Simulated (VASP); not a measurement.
Write the native input for VASP 6.6.1 that does the following.

* Task: single point
* Functional: PBE
* Dispersion: D4
* Potentials or basis: VASP PAW PBE potentials, release 64 (Cd, Pt, C, N)
* Cutoff: 520 eV
* k mesh: 2 × 3 × 2
* Occupations: fermi-dirac, width 0.005 eV
* Spin: no spin polarisation
* Dipole correction: no
* Further INCAR settings: ALGO = Fast; EDIFF = 1e-06; NBANDS = 51

The structure of CdPtC6N6 lies in POSCAR:

```
CdPtC6N6
1.0
    7.4394000000     -1.1508050000     -1.0203740000
   -0.5161020000      6.4820640000     -0.2888730000
   -1.7701730000      0.3205850000      7.7516480000
Cd Pt C N
1 1 6 6
Direct
    0.4987924039      0.6849804126      0.3019040786
    0.5142157070      0.3408164717      0.9258475120
    0.0602121030      0.6775010356      0.8409947950
    0.2575311709      0.5674841786      0.5873056888
    0.9008897150      0.0855656255      0.6419312437
    0.2645388507      0.1511795844      0.1757377612
    0.9599036889      0.3399805467      0.9669613438
    0.7345828179      0.4360449770      0.6484805333
    0.0126727793      0.5787989974      0.2372810759
    0.7187591145      0.7791573050      0.8017470118
    0.9750528615      0.7941251966      0.4861873135
    0.4523241682      0.8400394287      0.8894726039
    0.6635514222      0.1918774876      0.3466791635
    0.8892834649      0.9355702467      0.1571709281
```

The cell was built by a generator and needn't be a form met in nature.

One way to write it, as run:

INCAR

```
SYSTEM = CdPtC6N6
PREC = Accurate ; ENCUT = 520
EDIFF = 1E-6 ; ISMEAR = -1
SIGMA = 0.005 ; LREAL = .False.
LASPH = .True. ; NELM = 100
ALGO = Fast ; ISIF = 2
LWAVE = .False. ; LCHARG = .False.
GGA = PE ; IVDW = 13
NBANDS = 51
```

KPOINTS

```
Automatic mesh
0
Gamma
  2 3 2
  0 0 0
```

Potentials or basis: VASP PAW PBE potentials, release 64 (Cd, Pt, C, N).

Launch:

```console
$ cat potpaw_PBE.64/Cd/POTCAR potpaw_PBE.64/Pt/POTCAR potpaw_PBE.64/C/POTCAR potpaw_PBE.64/N/POTCAR > POTCAR
$ mpirun -np 1 vasp_std > vasp.out
```

Results of the run:

The pressure is -17.6 GPa, the largest force is 1.856 eV/Å and the band gap on the k mesh is none (metal or under the smearing width). The dispersion energy per atom is -0.127 eV.

Caveat: the k mesh is coarse (spacing up to 0.45 Å⁻¹), so the values aren't converged; so large a pressure means that the cell lies far from this level's equilibrium, or that cutoff or potentials fall short.

It took 13 min on 1 thread of Intel(R) Xeon(R) Platinum 8375C CPU @ 2.90GHz (Ice Lake), with other jobs on the host, peak memory 0.46 GiB.
